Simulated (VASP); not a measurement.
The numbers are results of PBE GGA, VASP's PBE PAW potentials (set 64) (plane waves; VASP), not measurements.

A VASP calculation is set up with these files.

### KPOINTS
```
Automatic mesh
0
Gamma
3 3 3
0 0 0
```

File POSCAR:
```
CoSi
1
    4.4230060000     0.0000000000     0.0000000000
    0.0000000000     4.4230060000     0.0000000000
    0.0000000000     0.0000000000     4.4230060000
Co Si
4 4
Direct
  0.8541000000   0.6459000000   0.3541000000
  0.6459000000   0.3541000000   0.8541000000
  0.3541000000   0.8541000000   0.6459000000
  0.1459000000   0.1459000000   0.1459000000
  0.1565400000   0.3434600000   0.6565400000
  0.3434600000   0.6565400000   0.1565400000
  0.6565400000   0.1565400000   0.3434600000
  0.8434600000   0.8434600000   0.8434600000
```

INCAR:
```
SYSTEM = CoSi
PREC = Accurate
ENCUT = 300
EDIFF = 1E-6
NELM = 100
ALGO = Normal
LREAL = .FALSE.
LASPH = .TRUE.
ISMEAR = 0
SIGMA = 0.272
GGA = PE
LMAXMIX = 4
LWAVE = .FALSE.
LCHARG = .FALSE.
ISIF = 2
```

POTCAR, in this order: Co Si (PBE.64 set). Program: vasp_std.

What will the output report for the number of irreducible k-points (NKPTS), largest plane-wave count, number of space-group operations, FFT grid (NGX, NGY, NGZ)?

```
Item                                           Value
--------------------------------------  ------------
number of irreducible k-points (NKPTS)             4
largest plane-wave count                        1029
number of space-group operations                  12
FFT grid (NGX, NGY, NGZ)                28 × 28 × 28
```

The structure comes from a computed database's CoSi entry; how it stands against other phases isn't given here. The cell was not relaxed at this level. The k-mesh is coarse (spacing up to 0.47 per Å, 2π included), so the numbers may not be converged in it. The run is one of a series of settings (KPOINTS 3×3×3 Γ-centred mesh against the base run), some of them coarse on purpose. The run is not spin-polarised, so no magnetic state was tried.
